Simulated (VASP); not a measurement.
A run of VASP 6.6.1 is set up as follows.

INCAR

```
  PREC = Accurate
  ENCUT = 520
  EDIFF = 1E-6
  ISMEAR = -1
  SIGMA = 0.05
  LREAL = F
  LASPH = T
  NELM = 60
  ALGO = Normal
  ISIF = 2
  LWAVE = F
  LCHARG = F
  LMAXMIX = 4
  LDAU = T
  LDAUTYPE = 2
  LDAUL = 2 -1
  LDAUU = 6 0
  LDAUJ = 0 0
  LDAUPRINT = 1
  GGA = PS
  NBANDS = 34
```

The input KPOINTS:

```
regular mesh
0
Gamma
  5 5 5
```

File POSCAR:

```
Cu2B
1.0
    0.0000000000      3.2834700000      3.2834700000
    3.2834700000      0.0000000000      3.2834700000
    3.2834700000      3.2834700000      0.0000000000
Cu B
4 2
Direct
    0.1250000000      0.1250000000      0.1250000000
    0.6250000000      0.1250000000      0.1250000000
    0.1250000000      0.1250000000      0.6250000000
    0.1250000000      0.6250000000      0.1250000000
    0.5000000000      0.5000000000      0.5000000000
    0.7500000000      0.7500000000      0.7500000000
```

Potentials or basis: VASP PAW PBE potentials, release 64 (Cu, B).

Launch:

```sh
$ cat potpaw_PBE.64/Cu/POTCAR potpaw_PBE.64/B/POTCAR > POTCAR
$ mpirun -np 1 vasp_std > vasp.out
```

Q: Predict the pressure.

A: -10.2 GPa.

Q: Predict the band gap on the k mesh.

A: None (metal or under the smearing width).

Eigenvalues of the final occupation matrices:
```
    site  spin  trace               eigenvalues
site 1 d     1   4.71  0.94 0.94 0.94 0.95 0.95
site 1 d     2   4.71  0.94 0.94 0.94 0.95 0.95
site 2 d     1   4.71  0.94 0.94 0.94 0.95 0.95
site 2 d     2   4.71  0.94 0.94 0.94 0.95 0.95
site 3 d     1   4.71  0.94 0.94 0.94 0.95 0.95
site 3 d     2   4.71  0.94 0.94 0.94 0.95 0.95
site 4 d     1   4.71  0.94 0.94 0.94 0.95 0.95
site 4 d     2   4.71  0.94 0.94 0.94 0.95 0.95
```

Caveat: the PAW data sets were made with another functional, which shifts forces and pressure a little; U without spin polarisation on a metal has little footing; the U is typed as a test and isn't derived for this compound.
